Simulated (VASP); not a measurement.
Output of a VASP run:

OSZICAR:
```
       N       E                     dE             d eps       ncg     rms          rms(c)
DAV:   1     0.185579958386E+02    0.18558E+02   -0.43283E+03   128   0.100E+03
DAV:   2    -0.127439760369E+02   -0.31302E+02   -0.31075E+02   208   0.171E+02
DAV:   3    -0.134121581995E+02   -0.66818E+00   -0.66818E+00   168   0.239E+01
DAV:   4    -0.134193965602E+02   -0.72384E-02   -0.72384E-02   208   0.286E+00
DAV:   5    -0.134194104675E+02   -0.13907E-04   -0.13907E-04   168   0.131E-01    0.437E+00
DAV:   6    -0.128337530506E+02    0.58566E+00   -0.16856E+00   184   0.910E+00    0.204E+00
DAV:   7    -0.127493739648E+02    0.84379E-01   -0.19760E-01   208   0.315E+00    0.808E-01
DAV:   8    -0.127395699978E+02    0.98040E-02   -0.32113E-02   168   0.130E+00    0.956E-02
DAV:   9    -0.127399604297E+02   -0.39043E-03   -0.70749E-04   152   0.278E-01    0.523E-02
DAV:  10    -0.127401731871E+02   -0.21276E-03   -0.33525E-04   152   0.167E-01    0.120E-02
DAV:  11    -0.127401736771E+02   -0.48999E-06   -0.21670E-05   216   0.348E-02    0.435E-03
DAV:  12    -0.127401747757E+02   -0.10986E-05   -0.15902E-06   128   0.144E-02    0.740E-04
DAV:  13    -0.127401748345E+02   -0.58777E-07   -0.58156E-08   232   0.257E-03    0.241E-04
DAV:  14    -0.127401748277E+02    0.67073E-08   -0.31894E-09   112   0.600E-04
   1 F= -.12740175E+02 E0= -.12740175E+02  d E =-.449942E-40
```

OUTCAR:
```
------------------------ aborting loop because EDIFF is reached ----------------------------------------
  FORCE on cell =-STRESS in cart. coord.  units (eV):
  Direction    XX          YY          ZZ          XY          YZ          ZX
  --------------------------------------------------------------------------------------
  Total       -0.6246243     -0.6246243     -0.6246243      0.0000000     -0.0000000      0.0000000
  in kB      -41.1328163    -41.1328163    -41.1328163      0.0000000     -0.0000000      0.0000000
  external PRESSURE =     -41.1328163 kB  Pullay stress =       0.0000000 kB
  volume of cell :       24.33
      direct lattice vectors                 reciprocal lattice vectors
     0.000000000  2.299872000  2.299872000    -0.217403403  0.217403403  0.217403403
     2.299872000  0.000000000  2.299872000     0.217403403 -0.217403403  0.217403403
     2.299872000  2.299872000  0.000000000     0.217403403  0.217403403 -0.217403403
  FREE ENERGIE OF THE ION-ELECTRON SYSTEM (eV)
  ---------------------------------------------------
  free  energy   TOTEN  =       -12.7401748277 eV

  energy  without entropy=      -12.7401748277  energy(sigma->0) =      -12.74017483
```
(Selected blocks of OUTCAR.)

### POSCAR
```
BP
1
    0.0000000000     2.2998720000     2.2998720000
    2.2998720000     0.0000000000     2.2998720000
    2.2998720000     2.2998720000     0.0000000000
B P
1 1
Direct
  0.0000000000   0.0000000000   0.0000000000
  0.2500000000   0.2500000000   0.2500000000
```

Reconstruct the remaining input files.

One answer among several that fit: the input of the run itself, PBE GGA, plane waves, VASP's PBE PAW potentials (set 64).

### KPOINTS
```
K-points
0
Gamma
  4 4 4
```

### INCAR
```
SYSTEM = BP
ISMEAR = 0
LASPH = .TRUE.
SIGMA = 0.01
GGA = PE   # PBE
LREAL = .FALSE.   # projection in real space or not
PREC = Normal
ALGO = Normal   # blocked Davidson
ENCUT = 500   # plane-wave cut-off (eV)
NELM = 100   # most electronic steps
LWAVE = .TRUE.
LCHARG = .FALSE.
EDIFF = 1E-8   # SCF stop (eV)
```

POTCAR, in this order: B_GW P_GW (PBE.64 set). Program: vasp_std.

The compound is BP in the zinc blende structure. This cell is one point of a volume scan, at 1.04 of the reference volume. The k-mesh is coarse (spacing up to 0.59 per Å, 2π included), so the numbers may not be converged in it.
